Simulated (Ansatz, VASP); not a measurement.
# Ge (amorphous Ge): VASP beside Ansatz

Aim: how closely do two programs agree when they are given the same cell, functional and k mesh? Of the first pair: The structure shown is the start of the Ansatz relaxation below; VASP solves that cell, so the two are compared at the walk's first step.

Program: Ansatz 0.2.0. Level of theory: plane waves, with VASP 6.6.1 beside it; single point at PBE. Results are calculated unless marked as measured.

## Step 1: The starting structure

The cell holds 61 atoms: 61 Ge. Its edges and angles: a = 9.903 Å, b = 11.848 Å, c = 11.120 Å, α = 89.8°, β = 92.8°, γ = 90.6°. As first built, before any earlier steps moved the atoms (in the runner's words): 61 atoms (61 Ge) placed at random at 5.68 g/cm^3, melted at 3500 K for 10 ps at fixed volume with the Tersoff potential (Tersoff, Phys. Rev. B 39, 5566 (1989)). Quenched from 3500 K to 100 K at 5 K/ps and fixed volume, held 5 ps, then minimised at fixed cell.

## Step 2: Ansatz: relaxation, PBE

Ansatz runs on its PAW soft_1 files.

The two programs are compared at the cell with which this relaxation starts, whose forces are those of its first step.

File input.yaml:

```yaml
crystal:
  lattice:
    - [9.89933, -0.05237, -0.25352]
    - [-0.05237, 11.84822, 0.02134]
    - [-0.25352, 0.02134, 11.1172]
  atoms:
    - { symbol: Ge, position: [0.43719, 0.27928, 0.15441] }
    - { symbol: Ge, position: [0.61002, 0.71208, 0.82534] }
    - { symbol: Ge, position: [0.41293, 0.90941, 0.40812] }
    - { symbol: Ge, position: [0.98398, 0.23921, 0.82958] }
    - { symbol: Ge, position: [0.68625, 0.23807, 0.22366] }
    - { symbol: Ge, position: [0.95624, 0.5968, 0.71408] }
    - { symbol: Ge, position: [0.51691, 0.59172, 0.14534] }
    - { symbol: Ge, position: [0.30048, 0.58764, 0.23998] }
    - { symbol: Ge, position: [0.63834, 0.90195, 0.74665] }
    - { symbol: Ge, position: [0.06679, 0.80561, 0.42065] }
    - { symbol: Ge, position: [0.73152, 0.3434, 0.57603] }
    - { symbol: Ge, position: [0.79207, 0.37156, 0.36791] }
    - { symbol: Ge, position: [0.71261, 0.53365, 0.69707] }
    - { symbol: Ge, position: [0.85719, 0.37467, 0.95022] }
    - { symbol: Ge, position: [0.9984, 0.91149, 0.08317] }
    - { symbol: Ge, position: [0.05251, 0.45325, 0.58743] }
    - { symbol: Ge, position: [0.82112, 0.88831, 0.61414] }
    - { symbol: Ge, position: [0.98176, 0.50012, 0.37907] }
    - { symbol: Ge, position: [0.3708, 0.63109, 0.57058] }
    - { symbol: Ge, position: [0.35704, 0.15929, 0.86116] }
    - { symbol: Ge, position: [0.41116, 0.07175, 0.05464] }
    - { symbol: Ge, position: [0.18634, 0.05338, 0.15197] }
    - { symbol: Ge, position: [0.88414, 0.06714, 0.52331] }
    - { symbol: Ge, position: [0.28921, 0.73111, 0.39817] }
    - { symbol: Ge, position: [0.01817, 0.77681, 0.63117] }
    - { symbol: Ge, position: [0.6974, 0.04908, 0.89367] }
    - { symbol: Ge, position: [0.68282, 0.10987, 0.39716] }
    - { symbol: Ge, position: [0.72365, 0.77579, 0.44664] }
    - { symbol: Ge, position: [0.60855, 0.49731, 0.333] }
    - { symbol: Ge, position: [0.62735, 0.92612, 0.31667] }
    - { symbol: Ge, position: [0.55243, 0.18193, 0.5686] }
    - { symbol: Ge, position: [0.89186, 0.6881, 0.32565] }
    - { symbol: Ge, position: [0.0842, 0.60836, 0.90774] }
    - { symbol: Ge, position: [0.40537, 0.86724, 0.95] }
    - { symbol: Ge, position: [0.9363, 0.53948, 0.05426] }
    - { symbol: Ge, position: [0.59841, 0.6105, 0.51382] }
    - { symbol: Ge, position: [0.29251, 0.07989, 0.35185] }
    - { symbol: Ge, position: [0.6296, 0.96015, 0.09476] }
    - { symbol: Ge, position: [0.34725, 0.29066, 0.51333] }
    - { symbol: Ge, position: [0.85841, 0.72768, 0.11022] }
    - { symbol: Ge, position: [0.18655, 0.84702, 0.77311] }
    - { symbol: Ge, position: [0.37038, 0.69828, 0.77422] }
    - { symbol: Ge, position: [0.29058, 0.45087, 0.64582] }
    - { symbol: Ge, position: [0.47069, 0.98213, 0.60836] }
    - { symbol: Ge, position: [0.63635, 0.39973, 0.85867] }
    - { symbol: Ge, position: [0.19555, 0.30495, 0.91197] }
    - { symbol: Ge, position: [0.04197, 0.0074, 0.37041] }
    - { symbol: Ge, position: [0.47031, 0.44231, 0.00371] }
    - { symbol: Ge, position: [0.61609, 0.75285, 0.04452] }
    - { symbol: Ge, position: [0.2832, 0.49961, 0.86308] }
    - { symbol: Ge, position: [0.57782, 0.20851, 0.79261] }
    - { symbol: Ge, position: [0.39358, 0.40604, 0.33531] }
    - { symbol: Ge, position: [0.15873, 0.14427, 0.54485] }
    - { symbol: Ge, position: [0.87029, 0.21635, 0.08776] }
    - { symbol: Ge, position: [0.27189, 0.02818, 0.70829] }
    - { symbol: Ge, position: [0.1022, 0.46898, 0.19868] }
    - { symbol: Ge, position: [0.99798, 0.2076, 0.29027] }
    - { symbol: Ge, position: [0.15557, 0.27399, 0.12836] }
    - { symbol: Ge, position: [0.16701, 0.79638, 0.98133] }
    - { symbol: Ge, position: [0.92937, 0.06969, 0.9486] }
    - { symbol: Ge, position: [0.95422, 0.25998, 0.61757] }
kpoints:
  mp_grid: { grid: [1, 1, 1] }
hamiltonian:
  xc: pbe
  pseudopotentials: { kind: paw, azcp: { folder: soft_1 } }
scf:
  occupations: { method: gaussian, width: 0.025 }
output:
  forces: true
  eigenvalues: true
  stress: true
relax:
  f_tol: 0.05
  max_steps: 70
```

Launch:

```sh
ansatz run input.yaml --threads 4 --pin off --max-ram 8192MiB --backend cpu --events-out ev --progress --plain --runs-dir out
```

Numbers of over 12 decimals in the logs are rounded to 6 here.

The program printed:

```text
Warning: output.stress: scf.convergence.dr2_threshold = 1e-7 eV (the SCF's general default) is looser than the 6.1e-9 eV advised for a printed stress (1e-10 eV for each atom of the cell: 61). What an SCF threshold leaves in a stress goes as its square root, and in the free energy as the threshold itself, and one threshold admits the most on a small cell: [figures from the program's tests cut] Every solve of this run  [...]
Engine: ansatz 0.2.0, aarch64-unknown-linux-gnu
Pseudopotentials: kind: paw
Pseudopotential: Ge, paw, valence charge 14, recommended cutoff 420 eV (normal), soft_1/Ge.paw.azcp
Functional definition: PBE
  parameter kappa = 0.804
  parameter beta = 0.066725
  exchange = pbe_x(kappa = kappa, mu = beta*pi^2/3)
  correlation = pbe_c(beta = beta)
Crystal: 61 atoms, lattice volume = 1303.134 Å³
Basis set: ecut = 420 eV, 25505 PW (Γ), exchange–correlation on 144×160×150 points (8 copies of the dense FFT grid, shifted against one another)
Bands: 513, of which v1, the nominal top of the filled ones, is band 427 counted from 1 (426 counted from 0)
Symmetry: 1 space group operations
Space group: P1 (ITA 1), of the structure as read, at distance tolerance 1.1e-4 Å
k-points: 1
Non-local potential: Ge, projectors of the file, l = 0: 2, l = 1: 2, l = 2: 3, l = 3: 1
PAW form: soft (Blöchl's): semilocal exchange-correlation on the pseudo side does not see the compensation charge
PAW one-centre angular grid: Ge, 590 points (default); XC on 64 Gauss nodes
Initial density: superposition of atomic densities (chi_scale 0.1, normalization cell)
Initial wavefunctions: pseudopotential atomic-orbital guess
Functional: x = pbe(κ = 0.804, μ = 0.219515), c = pbe(β = 0.066725)
SCF iter   1: F=—  HF=-261980.964643 eV  |F-HF|=—  |Δ(HF+E_count)|=         —  Δρ=3.20e-2  dr2=1.29e1  ethr=3.10e-3  ⟨swp⟩=6.0  Hψ=1843  notcnv=0
preconditioner: auto → Resta (q_TF=auto, 2.543 Å⁻¹)  ε∞=2.8  [insulator: Δε(μ)=0.582 eV  Ē_g=22.269 eV  σ=0.025 eV  W_gap=1.00  n_scr=364 (ndim 8)  ℏωp=30.1 eV  f_vac=0.018  D(μ)=0.00/eV (n_scr^D=0)  ε∞_Penn≈2.8]
SCF iter   2: F=—  HF=-261979.822103 eV  |F-HF|=—  |Δ(HF+E_count)|=    1.14e0  Δρ=1.86e-2  dr2=4.26e0  ethr=1.51e-3  ⟨swp⟩=2.0  Hψ=596  notcnv=0  defer=80
SCF iter   3: F=—  HF=-261980.416578 eV  |F-HF|=—  |Δ(HF+E_count)|=   5.94e-1  Δρ=7.45e-3  dr2=9.85e0  ethr=4.99e-4  ⟨swp⟩=3.0  Hψ=564  notcnv=0  defer=80
SCF iter   4: F=—  HF=-261979.443740 eV  |F-HF|=—  |Δ(HF+E_count)|=   9.73e-1  Δρ=1.97e-3  dr2=2.70e-1  ethr=4.99e-4  ⟨swp⟩=4.0  Hψ=522  notcnv=0  defer=80
SCF iter   5: F=—  HF=-261979.433703 eV  |F-HF|=—  |Δ(HF+E_count)|=   1.00e-2  Δρ=9.83e-4  dr2=2.12e-2  ethr=3.16e-5  ⟨swp⟩=2.0  Hψ=596  notcnv=0  defer=80
SCF iter   6: F=—  HF=-261979.445078 eV  |F-HF|=—  |Δ(HF+E_count)|=   1.14e-2  Δρ=4.39e-4  dr2=9.46e-3  ethr=2.48e-6  ⟨swp⟩=2.0  Hψ=554  notcnv=0  defer=80
SCF iter   7: F=—  HF=-261979.447404 eV  |F-HF|=—  |Δ(HF+E_count)|=   2.33e-3  Δρ=2.31e-4  dr2=3.92e-3  ethr=1.11e-6  ⟨swp⟩=2.0  Hψ=527  notcnv=0  defer=80
SCF iter   8: F=—  HF=-261979.447863 eV  |F-HF|=—  |Δ(HF+E_count)|=   4.60e-4  Δρ=1.01e-4  dr2=3.78e-4  ethr=4.59e-7  ⟨swp⟩=2.0  Hψ=506  notcnv=0  defer=80
SCF iter   9: F=—  HF=-261979.448063 eV  |F-HF|=—  |Δ(HF+E_count)|=   2.00e-4  Δρ=4.65e-5  dr2=1.50e-4  ethr=4.43e-8  ⟨swp⟩=2.0  Hψ=534  notcnv=0  defer=80
SCF iter  10: F=-261979.448106 eV  HF=-261979.448103 eV  |F-HF|=3.17e-6  |Δ(HF+E_count)|=   4.01e-5  Δρ=2.32e-5  dr2=2.66e-5  ethr=7.32e-9  ⟨swp⟩=8.0  Hψ=2464  notcnv=0
SCF 1 converged in 10 iterations: F = -261979.448106 eV  dr2 = 2.66e-5
  greatest PAW one-centre occupation: 0.998 electrons in one spin orbital (limit 2), on the Ge atom at site 33 (counted from 0), in its partial waves of l = 2
relax step   1: F+E_penalty+E_count = -261979.44810627 eV  Δ(F+E_penalty+E_count) = +0.000e0 eV  max|allowed force component| = 5.442e-1 eV/Å  Δτ_max = 0.0000 Å  (10 SCF iters, dr2 threshold 6.25e-5 eV, accepted)
Initial density: handed on by an earlier stage of this run
Initial wavefunctions: those handed on with the density
[...]
--- Relaxed structure (12 steps of the walk, 12 accepted, 0 SCFs on fresh bases) ---
  F+E_penalty+E_count = -261980.61326486 eV   max|allowed force component| = 4.660e-2 eV/Å
  atoms:
    - { symbol: Ge, position: [0.443251, 0.278590, 0.157369] }
    - { symbol: Ge, position: [0.622898, 0.708646, 0.819324] }
    - { symbol: Ge, position: [0.411772, 0.917911, 0.400058] }
    - { symbol: Ge, position: [0.980552, 0.220501, 0.822440] }
    - { symbol: Ge, position: [0.690315, 0.236366, 0.224172] }
    - { symbol: Ge, position: [0.954859, 0.593708, 0.721654] }
    - { symbol: Ge, position: [0.504457, 0.608685, 0.139820] }
    - { symbol: Ge, position: [0.269270, 0.653418, 0.176361] }
    - { symbol: Ge, position: [0.624795, 0.906863, 0.756532] }
    - { symbol: Ge, position: [0.062269, 0.811626, 0.423761] }
    - { symbol: Ge, position: [0.720533, 0.343819, 0.564923] }
    - { symbol: Ge, position: [0.775918, 0.392324, 0.353114] }
    - { symbol: Ge, position: [0.708364, 0.534240, 0.687246] }
    - { symbol: Ge, position: [0.867795, 0.373433, 0.940686] }
    - { symbol: Ge, position: [0.974056, 0.889786, 0.103429] }
    - { symbol: Ge, position: [0.063074, 0.445965, 0.605501] }
    - { symbol: Ge, position: [0.825862, 0.896530, 0.637865] }
    - { symbol: Ge, position: [0.990644, 0.490890, 0.396017] }
    - { symbol: Ge, position: [0.337624, 0.622099, 0.557179] }
    - { symbol: Ge, position: [0.365165, 0.166732, 0.865003] }
    - { symbol: Ge, position: [0.444688, 0.076150, 0.060036] }
    - { symbol: Ge, position: [0.190331, 0.047294, 0.112738] }
    - { symbol: Ge, position: [0.893292, 0.055783, 0.511601] }
    - { symbol: Ge, position: [0.283846, 0.741597, 0.379284] }
[...]
- { symbol: Ge, position: [0.871874, 0.211889, 0.084053] }
    - { symbol: Ge, position: [0.264398, 0.027305, 0.722163] }
    - { symbol: Ge, position: [0.142286, 0.473127, 0.226941] }
    - { symbol: Ge, position: [1.009359, 0.218741, 0.289911] }
    - { symbol: Ge, position: [0.168695, 0.277151, 0.131110] }
    - { symbol: Ge, position: [0.182544, 0.800944, 1.015461] }
    - { symbol: Ge, position: [0.942064, 0.053016, 0.956010] }
    - { symbol: Ge, position: [0.943833, 0.259427, 0.608832] }
```

## Step 3: VASP: single point, PBE, start cell, pair 1

The same cell, functional, mesh and smearing now go to VASP, with its own data sets.

Lines of VASP's logs that name or quote its potential files are left out, and so is its time.

File INCAR:

```
SYSTEM = Ge
PREC = Accurate
ENCUT = 410
EDIFF = 1E-06
NELM = 120
ISMEAR = 0
SIGMA = 0.025
LREAL = Auto
ALGO = Normal
GGA = PE
NBANDS = 496
LORBIT = 11
LWAVE = .FALSE.
LCHARG = .FALSE.
ISIF = 2
LASPH = .TRUE.
GGA_COMPAT = .FALSE.
EFERMI = MIDGAP
NCORE = 2
```

File POSCAR:

```
Ge
1.0
    9.8993300000     -0.0523700000     -0.2535200000
   -0.0523700000     11.8482200000      0.0213400000
   -0.2535200000      0.0213400000     11.1172000000
Ge
61
Direct
    0.4371883093      0.2792824999      0.1544072331
    0.6100242485      0.7120760956      0.8253389022
    0.4129262388      0.9094121830      0.4081223873
    0.9839800966      0.2392112663      0.8295842357
    0.6862454703      0.2380666231      0.2236621280
    0.9562352708      0.5968018435      0.7140816945
    0.5169073239      0.5917233808      0.1453440586
    0.3004764219      0.5876422549      0.2399827741
    0.6383387979      0.9019495115      0.7466523989
    0.0667855949      0.8056080078      0.4206490671
    0.7315160532      0.3434032322      0.5760286515
    0.7920669606      0.3715603912      0.3679141976
    0.7126107285      0.5336534887      0.6970705669
    0.8571915670      0.3746734415      0.9502230485
    0.9984030181      0.9114880910      0.0831741785
    0.0525147846      0.4532507424      0.5874267961
    0.8211179439      0.8883103290      0.6141396466
    0.9817627756      0.5001194704      0.3790724238
    0.3708032298      0.6310941908      0.5705787865
    0.3570407349      0.1592915233      0.8611626746
    0.4111600312      0.0717463472      0.0546366193
    0.1863381890      0.0533764103      0.1519718459
    0.8841391528      0.0671438398      0.5233074973
    0.2892147164      0.7311097580      0.3981685886
    0.0181724735      0.7768071955      0.6311688213
    0.6974042556      0.0490834949      0.8936745300
    0.6828180276      0.1098716828      0.3971560613
    0.7236510827      0.7757930115      0.4466416543
    0.6085530346      0.4973121385      0.3330036092
    0.6273538892      0.9261219648      0.3166699632
    0.5524293098      0.1819342266      0.5686026519
    0.8918577978      0.6880997496      0.3256503202
    0.0841966762      0.6083562036      0.9077432465
    0.4053670177      0.8672404825      0.9500019550
    0.9362966407      0.5394798437      0.0542634318
    0.5984078328      0.6105029803      0.5138236445
    0.2925131186      0.0798863034      0.3518469715
    0.6295987331      0.9601484428      0.0947564407
    0.3472520187      0.2906623146      0.5133336270
    0.8584066342      0.7276791572      0.1102161135
    0.1865537646      0.8470193540      0.7731101102
    0.3703836608      0.6982800000      0.7742235788
    0.2905793923      0.4508724327      0.6458232352
    0.4706849539      0.9821278935      0.6083608679
    0.6363484924      0.3997310626      0.8586691621
    0.1955458638      0.3049470106      0.9119712894
    0.0419718364      0.0074014148      0.3704064651
    0.4703050887      0.4423069975      0.0037143269
    0.6160935260      0.7528485109      0.0445189655
    0.2831982328      0.4996120059      0.8630801547
    0.5778232333      0.2085077957      0.7926132650
    0.3935793925      0.4060404199      0.3353106308
    0.1587263943      0.1442736114      0.5448459609
    0.8702890740      0.2163535360      0.0877575920
    0.2718913565      0.0281834731      0.7082924173
    0.1022019498      0.4689828864      0.1986833145
    0.9979827844      0.2075982737      0.2902689929
    0.1555651215      0.2739911789      0.1283589301
    0.1670106336      0.7963816301      0.9813303486
    0.9293697377      0.0696921617      0.9485955623
    0.9542243643      0.2599794528      0.6175716007
```

File KPOINTS:

```
Automatic mesh
0
Gamma
1 1 1
0 0 0
```

Potentials, in the order of the species: Ge_d (PBE family, release 64).

Launch:

```sh
mpirun -np 8 vasp_gam
```

The program printed:

```text
[banner, memory and clock lines left out]
running    8 mpi-ranks, on    1 nodes
[...]
LDA part: xc-table for (Slater+PW92), standard interpolation
 POSCAR, INCAR and KPOINTS ok, starting setup
[...]
entering main loop
       N       E                     dE             d eps       ncg     rms          rms(c)
DAV:   1     0.161588922478E+05    0.16159E+05   -0.30285E+05  1008   0.497E+03
DAV:   2     0.380173862977E+04   -0.12357E+05   -0.11881E+05   992   0.111E+03
DAV:   3     0.510107868876E+03   -0.32916E+04   -0.31619E+04   992   0.306E+02
DAV:   4    -0.187154696739E+03   -0.69726E+03   -0.63697E+03  1104   0.131E+02
[...]
DAV:  17    -0.260629954640E+03   -0.88540E-05   -0.83457E-05  1032   0.423E-02    0.302E-03
DAV:  18    -0.260629957001E+03   -0.23616E-05   -0.23600E-05   928   0.275E-02    0.169E-03
DAV:  19    -0.260629957860E+03   -0.85836E-06   -0.87391E-06   920   0.142E-02
   1 F= -.26062996E+03 E0= -.26062996E+03  d E =-.257027E-53
```

OUTCAR, selected parts (step 3):

```text
  Total       55.3300714     59.2536340     55.2913261      0.5890717      0.4114109      0.0072456
  in kB       68.0272110     72.8511523     67.9795744      0.7242518      0.5058215      0.0089083
  external PRESSURE =      69.6193126 kB  Pullay stress =       0.0000000 kB

 POSITION                                       TOTAL-FORCE (eV/Angst)
 -----------------------------------------------------------------------------------
      4.27410      3.28940      1.61170        -0.015220     -0.126589     -0.013732
      5.79230      8.42250      9.03600         0.412313     -0.332439     -0.007942
      3.93660     10.76200      4.45190        -0.137947     -0.264864     -0.109818
      9.51790      2.80040      8.97830        -0.076284     -0.165070     -0.210445
      6.72420      2.78950      2.31760        -0.311459     -0.086159     -0.316461
      9.25380      7.03620      7.70890        -0.208785     -0.052933      0.092208
      5.04920      6.98690      1.49740         0.189133      0.251615     -0.014424
      2.88290      6.95190      2.60430        -0.168861      0.241074     -0.156994
      6.08260     10.66900      8.15810        -0.035194     -0.064745      0.116089
      0.51230      9.55050      4.67670         0.123561      0.146340     -0.112136
      7.07750      4.04270      6.22570        -0.279247      0.090765      0.174178
      7.72820      4.36870      3.89730         0.235020     -0.178143     -0.114912
      6.84970      6.30040      7.58020        -0.050277      0.063733      0.099466
      8.22510      4.41460     10.35450         0.004464      0.144666     -0.143994
[...]
-----------------------------------------------------------------------------------
    total drift:                               -0.001675     -0.001096     -0.005625

  FREE ENERGIE OF THE ION-ELECTRON SYSTEM (eV)
  ---------------------------------------------------
  free  energy   TOTEN  =      -260.6299578597 eV

  energy  without entropy=     -260.6299578597  energy(sigma->0) =     -260.62995786

[... 3 further parts left out ...]
[key lines of the parts left out:]
E-fermi :   5.2457
```

The run ends at a pressure of 6.96 GPa, with forces up to 0.66 eV/Å.

## Step 4: Side by side

Known differences besides the potentials themselves: the cutoff is 420 eV in Ansatz and 410 eV in VASP (PREC = Accurate, projectors in real space). Total energies have different zeros and are not compared.

Forces on 10 of the 61 atoms, those with the largest forces and the largest differences (eV/Å; atoms numbered as in POSCAR):

| atom | Ansatz x, y, z | VASP x, y, z |
| --- | --- | --- |
| Ge2 | 0.415, -0.338, -0.008 | 0.412, -0.332, -0.008 |
| Ge5 | -0.315, -0.084, -0.318 | -0.311, -0.086, -0.316 |
| Ge12 | 0.238, -0.186, -0.116 | 0.235, -0.178, -0.115 |
| Ge30 | 0.209, -0.129, -0.357 | 0.206, -0.127, -0.351 |
| Ge35 | -0.409, 0.036, 0.177 | -0.403, 0.031, 0.175 |
| Ge37 | 0.325, 0.312, 0.078 | 0.329, 0.310, 0.075 |
| Ge48 | -0.057, -0.101, 0.021 | -0.053, -0.094, 0.019 |
| Ge59 | 0.018, -0.104, 0.544 | 0.014, -0.106, 0.540 |
| Ge60 | 0.494, -0.369, -0.261 | 0.486, -0.371, -0.260 |
| Ge61 | 0.085, -0.100, -0.150 | 0.083, -0.096, -0.139 |

The forces differ by 3.1 meV/Å r.m.s., which is 1.8 % of the r.m.s. force of 0.169 eV/Å (both taken over all components).

## Step 5: Ansatz: relaxation, PBE

This run makes the geometry at which the two programs are then compared.

The structure compared here is the end of the Ansatz relaxation.

input.yaml is that of step 2.

Launch:

```sh
ansatz run input.yaml --threads 4 --pin off --max-ram 8192MiB --backend cpu --events-out ev --progress --plain --runs-dir out
```

The program printed:

```text
[...]
Crystal: 61 atoms, lattice volume = 1303.134 Å³
Basis set: ecut = 420 eV, 25505 PW (Γ), exchange–correlation on 144×160×150 points (8 copies of the dense FFT grid, shifted against one another)
Bands: 513, of which v1, the nominal top of the filled ones, is band 427 counted from 1 (426 counted from 0)
Symmetry: 1 space group operations
[...]
k-points: 1
[...]
- { symbol: Ge, position: [0.411772, 0.917911, 0.400058] }
    - { symbol: Ge, position: [0.980552, 0.220501, 0.822440] }
    - { symbol: Ge, position: [0.690315, 0.236366, 0.224172] }
    - { symbol: Ge, position: [0.954859, 0.593708, 0.721654] }
    - { symbol: Ge, position: [0.504457, 0.608685, 0.139820] }
    - { symbol: Ge, position: [0.269270, 0.653418, 0.176361] }
[...]
- { symbol: Ge, position: [0.168695, 0.277151, 0.131110] }
    - { symbol: Ge, position: [0.182544, 0.800944, 1.015461] }
    - { symbol: Ge, position: [0.942064, 0.053016, 0.956010] }
    - { symbol: Ge, position: [0.943833, 0.259427, 0.608832] }
```

[end of part 1 of 2]

[Lines on the potential files, build, host, timing and source positions are cut from VASP's logs without a mark.]

[Logs are printed without paths, hosts, clocks, repeated set-up lines and the standing remarks that a program may print on its own settings, such as how far it seeks lower states.]

[Hosts, paths, dates, database ids (printed as entryN), source tags and the programs' standing remarks are cut or masked in the printed files.]
